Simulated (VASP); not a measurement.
Level of theory: PBEsol GGA, VASP's PBE PAW potentials (set 64) (plane waves; VASP).

VASP ran on this input.

KPOINTS:
```
Automatic
0
gamma
 5 3 3
```

### INCAR
```
# general
SYSTEM  = Ga4BiAs3
PREC    = Accurate
ENCUT   = 400   # plane-wave cut-off (eV)
LREAL   = .FALSE.   # projection in real space or not
LASPH   = .TRUE.   # aspherical one-centre terms

# electronic loop
EDIFF   = 1E-6
NELM    = 100
ALGO    = Normal
LMAXMIX = 4   # l cut-off of mixed one-centre charges

# smearing
ISMEAR  = 0   # Gaussian
SIGMA   = 0.05   # width (eV)

# functional
GGA     = PS   # PBEsol

# ions
IBRION  = 2
NSW     = 60   # most ionic steps
ISIF    = 3
EDIFFG  = -0.02   # ionic stop

# output
LWAVE   = .FALSE.
LCHARG  = .FALSE.
```

File POSCAR:
```
Ga4BiAs3
1
    4.1321327654     0.0000000000     0.0000000000
    0.0000000000     4.1371867948     5.8189475616
    0.0000000000    -4.1371867948     5.8189475616
Ga Bi As
4 1 3
Direct
  0.5000000000   0.3607595392   0.3607595392
  0.0000000000   0.3670197547   0.8944804444
  0.0000000000   0.8944804444   0.3670197547
  0.5000000000   0.8761740779   0.8761740779
  0.0000000000   0.5014220754   0.5014220754
  0.0000000000   0.0003681814   0.0003681814
  0.5000000000   0.9998380675   0.4999378594
  0.5000000000   0.4999378594   0.9998380675
```

POTCAR, in this order: Ga_d Bi_d As (PBE.64 set). Program: vasp_std.

Output

### OUTCAR
```
 ion  position               nearest neighbor table
   1  0.500  0.361  0.361-   7 2.44   8 2.44   5 2.64   5 2.64
   2  0.000  0.367  0.894-   6 2.47   8 2.49   8 2.49   5 2.65
   3  0.000  0.894  0.367-   6 2.47   7 2.49   7 2.49   5 2.65
   4  0.500  0.876  0.876-   6 2.52   6 2.52   8 2.54   7 2.54
   5  0.000  0.501  0.501-   1 2.64   1 2.64   3 2.65   2 2.65
   6  0.000  0.000  0.000-   2 2.47   3 2.47   4 2.52   4 2.52
   7  0.500  1.000  0.500-   1 2.44   3 2.49   3 2.49   4 2.54
   8  0.500  0.500  1.000-   1 2.44   2 2.49   2 2.49   4 2.54
  LATTYP: Found a base centered orthorhombic cell.
 ALAT       =     8.2743735896
 B/A-ratio  =     1.4064986306
 C/A-ratio  =     0.4993891949
 Subroutine PRICEL returns:
 Original cell was already a primitive cell.
 Subroutine GETGRP returns: Found  4 space group operations
The static configuration has the point symmetry C_2v.
The dynamic configuration has the point symmetry C_2v.
 Subroutine INISYM returns: Found  4 space group operations
 Subroutine IBZKPT returns following result:
 Found     12 irreducible k-points:

 Following reciprocal coordinates:
            Coordinates               Weight
  0.000000  0.000000  0.000000      1.000000
...
```

OSZICAR:
```
       N       E                     dE             d eps       ncg     rms          rms(c)
DAV:   1     0.709149794708E+03    0.70915E+03   -0.33491E+04  1240   0.206E+03
DAV:   2     0.731631276019E+02   -0.63599E+03   -0.61813E+03  1241   0.559E+02
DAV:   3    -0.284337275846E+02   -0.10160E+03   -0.98878E+02  1331   0.176E+02
DAV:   4    -0.347316283674E+02   -0.62979E+01   -0.62340E+01  1431   0.467E+01
DAV:   5    -0.349827536513E+02   -0.25113E+00   -0.25083E+00  1615   0.868E+00    0.534E+00
DAV:   6    -0.344233294563E+02    0.55942E+00   -0.95743E-01  1655   0.116E+01    0.302E+00
DAV:   7    -0.343176455528E+02    0.10568E+00   -0.53835E-01  1526   0.450E+00    0.903E-01
DAV:   8    -0.343119043750E+02    0.57412E-02   -0.11640E-01  1446   0.408E+00    0.254E-01
DAV:   9    -0.343125868283E+02   -0.68245E-03   -0.15966E-02  1392   0.151E+00    0.933E-02
DAV:  10    -0.343129310950E+02   -0.34427E-03   -0.34873E-03  1576   0.459E-01    0.595E-02
DAV:  11    -0.343130796970E+02   -0.14860E-03   -0.91947E-04  1376   0.290E-01    0.182E-02
DAV:  12    -0.343131037643E+02   -0.24067E-04   -0.14696E-04  1744   0.100E-01    0.667E-03
DAV:  13    -0.343131060649E+02   -0.23005E-05   -0.29249E-05  1528   0.402E-02    0.403E-03
DAV:  14    -0.343131067077E+02   -0.64282E-06   -0.49359E-06  1208   0.174E-02
   1 F= -.34313107E+02 E0= -.34313105E+02  d E =-.343131E+02
       N       E                     dE             d eps       ncg     rms          rms(c)
DAV:   1    -0.343353553672E+02   -0.22249E-01   -0.39963E-01  1550   0.650E+00    0.845E-01
DAV:   2    -0.343186793076E+02    0.16676E-01   -0.46374E-02  1528   0.256E+00    0.388E-01
DAV:   3    -0.343142365203E+02    0.44428E-02   -0.97577E-03  1704   0.963E-01    0.806E-02
DAV:   4    -0.343139719062E+02    0.26461E-03   -0.14283E-03  1360   0.318E-01    0.368E-02
DAV:   5    -0.343139432681E+02    0.28638E-04   -0.14100E-04  1488   0.109E-01    0.899E-03
DAV:   6    -0.343139410404E+02    0.22277E-05   -0.42171E-05  1504   0.712E-02    0.355E-03
DAV:   7    -0.343139412267E+02   -0.18634E-06   -0.34753E-06  1190   0.133E-02
   2 F= -.34313941E+02 E0= -.34313940E+02  d E =-.834519E-03
       N       E                     dE             d eps       ncg     rms          rms(c)
DAV:   1    -0.343144032232E+02   -0.46218E-03   -0.81354E-03  1550   0.934E-01    0.120E-01
DAV:   2    -0.343140665898E+02    0.33663E-03   -0.93451E-04  1528   0.361E-01    0.553E-02
DAV:   3    -0.343139747623E+02    0.91827E-04   -0.20214E-04  1704   0.139E-01    0.113E-02
DAV:   4    -0.343139681751E+02    0.65872E-05   -0.29067E-05  1351   0.458E-02    0.523E-03
DAV:   5    -0.343139669696E+02    0.12055E-05   -0.25619E-06   973   0.155E-02    0.128E-03
DAV:   6    -0.343139668708E+02    0.98800E-07   -0.84209E-07   674   0.108E-02
   3 F= -.34313967E+02 E0= -.34313966E+02  d E =-.860163E-03
       N       E                     dE             d eps       ncg     rms          rms(c)
DAV:   1    -0.343143084084E+02   -0.34144E-03   -0.13689E-02  1421   0.599E-01    0.101E-01
DAV:   2    -0.343141722630E+02    0.13615E-03   -0.61242E-04  1542   0.221E-01    0.596E-02
DAV:   3    -0.343140835375E+02    0.88726E-04   -0.16243E-04  1597   0.103E-01    0.626E-03
DAV:   4    -0.343140870450E+02   -0.35075E-05   -0.45541E-05  1325   0.484E-02    0.359E-03
DAV:   5    -0.343140867422E+02    0.30282E-06   -0.19090E-06   964   0.109E-02
   4 F= -.34314087E+02 E0= -.34314086E+02  d E =-.119871E-03
```

File OUTCAR:
```
------------------------ aborting loop because EDIFF is reached ----------------------------------------
  FORCE on cell =-STRESS in cart. coord.  units (eV):
  Direction    XX          YY          ZZ          XY          YZ          ZX
  --------------------------------------------------------------------------------------
  Total       -0.0122821      0.0009565      0.0676909      0.0000000      0.0000000      0.0000000
  in kB       -0.0993325      0.0077360      0.5474550      0.0000000      0.0000000      0.0000000
  external PRESSURE =       0.1519528 kB  Pullay stress =       0.0000000 kB
  volume of cell :      198.10
      direct lattice vectors                 reciprocal lattice vectors
     4.119668544  0.000000000  0.000000000     0.242737975  0.000000000  0.000000000
     0.000000000  4.133039227  5.817418983     0.000000000  0.120976350  0.085948769
     0.000000000 -4.133039227  5.817418983     0.000000000 -0.120976350  0.085948769
 POSITION                                       TOTAL-FORCE (eV/Angst)
 -----------------------------------------------------------------------------------
      2.05983      0.00000      4.19692         0.000000      0.000000     -0.010976
      0.00000     -2.18011      7.33873         0.000000      0.000058     -0.003337
      0.00000      2.18011      7.33873         0.000000     -0.000058     -0.003337
      2.05983      0.00000     10.19364         0.000000      0.000000     -0.001550
      0.00000      0.00000      5.83435         0.000000      0.000000      0.005775
      0.00000      0.00000      0.00370         0.000000      0.000000      0.001601
      2.05983      2.06420      8.72534         0.000000     -0.008201      0.005912
      2.05983     -2.06420      8.72534         0.000000      0.008201      0.005912
 -----------------------------------------------------------------------------------
    total drift:                                0.000000      0.000000      0.000300
  FREE ENERGIE OF THE ION-ELECTRON SYSTEM (eV)
  ---------------------------------------------------
  free  energy   TOTEN  =       -34.3140867422 eV

  energy  without entropy=      -34.3140852937  energy(sigma->0) =      -34.31408602

 reached required accuracy - stopping structural energy minimisation
```
(Selected blocks of OUTCAR.)

CONTCAR:
```
Ga4BiAs3
   1.00000000000000
     4.1196685437666467    0.0000000000000000    0.0000000000000000
     0.0000000000000000    4.1330392272223486    5.8174189830598921
     0.0000000000000000   -4.1330392272223486    5.8174189830598921
  Ga              Bi              As
     4     1     3
Direct
     0.5000000000000000    0.3607197770213908    0.3607197770213908
     0.0000000000000000    0.3670129187647605    0.8944974911270025
     0.0000000000000000    0.8944974911270025    0.3670129187647605
     0.5000000000000000    0.8761311053447882    0.8761311053447882
     0.0000000000000000    0.5014554337084168    0.5014554337084168
     0.0000000000000000    0.0003180980441889    0.0003180980441889
     0.5000000000000000    0.9996517525585052    0.5002134233309525
     0.5000000000000000    0.5002134233309525    0.9996517525585052
```

The structure comes from a computed database's Ga4BiAs3 entry (Amm2); how it stands against other phases isn't given here. This run relaxes it. Symmetry was kept, so distortions that lower it aren't found. The start is the result of an earlier pass.
